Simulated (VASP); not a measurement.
Here is the system:

```
CELL_PARAMETERS angstrom
      2.07000    -3.58534     0.00000
      2.07000     3.58534     0.00000
      0.00000     0.00000     6.72000
ATOMIC_POSITIONS crystal
  Cd 0.66667 0.33333 0.50000
  Cd 0.33333 0.66667 0.00000
  S  0.66667 0.33333 0.87700
  S  0.33333 0.66667 0.37700
```

Calculation: PBE GGA, VASP's PBE PAW potentials (set 64) (plane waves; VASP 6.6.1). Run with PREC = Normal, 500 eV cut-off, 6×6×4 Γ-centred mesh, Gaussian smearing of 0.010 eV, potentials Cd_sv_GW S_GW.

### Question
Predict the energy per atom (σ→0), pressure, band gap (on the k-mesh) with the smallest direct gap where there is one.

### Answer

```yaml
band gap (on the k-mesh): 1.21 eV
smallest direct gap (on the k-mesh): 1.21 eV
energy per atom (σ→0): -3.099 eV/atom
pressure: 1.24 GPa
```

Only differences to runs with the same potentials and settings are physical.

The compound is CdS in the wurtzite structure. The cell was not relaxed at this level.
